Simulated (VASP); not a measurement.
Here is the system:

```xyz
2
Lattice="2.8768 0.0000 0.0000 0.0000 2.8768 0.0000 0.0000 0.0000 2.8768" Properties=species:S:1:pos:R:3 pbc="T T T"
Al     1.4384     1.4384     1.4384
Co     0.0000     0.0000     0.0000
```

Computed with PBE GGA with D3 dispersion (zero damping), VASP's PBE PAW potentials (set 64) (plane waves; VASP). Run with 520 eV cut-off, 13×13×13 Γ-centred mesh, first-order Methfessel-Paxton smearing of 0.10 eV, potentials Al Co.

Question: Give the stress tensor in GPa (positive for a compressed cell).

Answer: 
```
-9.89   0.00   0.00
 0.00  -9.89   0.00
 0.00   0.00  -9.89
```
The pressure is its mean diagonal, -9.89 GPa.

The compound is CoAl in the CsCl type structure. This cell is one point of a volume scan, at 1.06 of the reference volume. The run is not spin-polarised, so no magnetic state was tried.
